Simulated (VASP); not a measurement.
InSb (zinc blende): the mBJ gap over mesh and path against the volume, with the cell scaled uniformly; PBEsol's own equilibrium is at 34.620 Å³/atom. VASP (PAW), 400 eV cut-off, 11×11×11 Γ-centred mesh, Gaussian smearing of 0.050 eV, potentials In_d Sb. mBJ is a potential without an energy functional, so only the levels count.  Fit the value as a straight line in ln V.

```
V (Å³/atom)  mBJ gap over mesh and path (eV)
-----------  -------------------------------
31.505                                 0.958
32.543                                 0.763
33.582                                 0.576
34.62                                  0.397
35.659                                 0.225
36.698                                 0.060
```

Question: Fit the rows as the text says and predict the value at 30.466.

Answer: The slope against ln V is -5.89 eV, the volume deformation potential of this gap. The line misses the rows by up to 0.003 and gives 1.152 at 30.466. The run gave 1.162, +0.010 from the line.

Left out are failed runs and those whose mesh is unfit for this quantity.

The compound is InSb in the zinc blende structure.
